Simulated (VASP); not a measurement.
An input for Quantum ESPRESSO's pw.x (written as the equivalent of a VASP run, and not itself run):

```
&CONTROL
  calculation = 'vc-relax'
  pseudo_dir = './pseudo'
  outdir = './out'
  tprnfor = .true.
  tstress = .true.
  nstep = 60
  forc_conv_thr = 0.00078
/
&SYSTEM
  ibrav = 0
  nat = 4
  ntyp = 2
  ecutwfc = 98
  occupations = 'smearing'
  smearing = 'methfessel-paxton'
  degauss = 0.00735
  input_dft = 'pw91'
  nspin = 2
  starting_magnetization(1) = 0.3
  starting_magnetization(2) = 0.07
/
&ELECTRONS
  conv_thr = 7.3e-08
  electron_maxstep = 100
/
&IONS
/
&CELL
/
ATOMIC_SPECIES
  Fe 55.845 Fe.upf
  Ni 58.693 Ni.upf
CELL_PARAMETERS angstrom
     3.5408282   -0.0000000    0.0000000
     0.0000000    3.5408282    0.0000000
    -0.0000000    0.0000000    3.5408282
ATOMIC_POSITIONS crystal
  Fe   0.0000000  0.0000000  0.0000000
  Ni   0.0000000  0.5000000  0.5000000
  Ni   0.5000000  0.0000000  0.5000000
  Ni   0.5000000  0.5000000  0.0000000
K_POINTS automatic
  8 8 8 0 0 0
```

### Question
Write the VASP files for the same calculation (PW91).

### Answer
One answer among several that fit: 
INCAR:
```
# general
SYSTEM =Ni3Fe
PREC   =Accurate
ENCUT  =520   # plane-wave cut-off (eV)
LREAL  =.FALSE.   # projection in real space or not
LASPH  =.TRUE.   # aspherical one-centre terms

# electronic loop
EDIFF  =1E-6   # SCF stop (eV)
NELM   =100   # most electronic steps
ALGO   =Normal   # blocked Davidson
LMAXMIX=4   # l cut-off of mixed one-centre charges

# smearing
ISMEAR =1   # Methfessel-Paxton
SIGMA  =0.1   # width (eV)

# functional
GGA    =91

# spin
ISPIN  =2   # spin-polarised
MAGMOM =3.0 3*0.7

# ions
IBRION =2   # conjugate gradients
NSW    =60   # most ionic steps
ISIF   =3
EDIFFG =-0.02

# output
LWAVE  =.FALSE.
LCHARG =.FALSE.
LORBIT =10
```

KPOINTS:
```
Automatic mesh
0
Gamma
8 8 8
0 0 0
```

File POSCAR:
```
Ni3Fe
1.0
  3.5408282301   0.0000000000   0.0000000000
  0.0000000000   3.5408282301   0.0000000000
  0.0000000000   0.0000000000   3.5408282301
Fe Ni
1 3
Cartesian
  0.0000000000   0.0000000000   0.0000000000
  0.0000000000   1.7704141150   1.7704141150
  1.7704141150   0.0000000000   1.7704141150
  1.7704141150   1.7704141150   0.0000000000
```

POTCAR, in this order: Fe Ni (PBE.64 set). Program: vasp_std.

What does not carry over: the potentials are each code's own (VASP's PAW set, PseudoDojo norm-conserving files in pw.x), so ENCUT and ecutwfc are chosen apart and not converted; conv_thr bounds pw.x's estimated SCF error, while EDIFF bounds the energy change between steps; starting_magnetization is a fraction of the valence charge and MAGMOM a moment in μB, so they match only roughly; forc_conv_thr acts on force components and is met together with etot_conv_thr.

The compound is Ni3Fe in the L1_2 structure. This run relaxes it. Symmetry was kept, so distortions that lower it aren't found. The start is the result of an earlier pass.
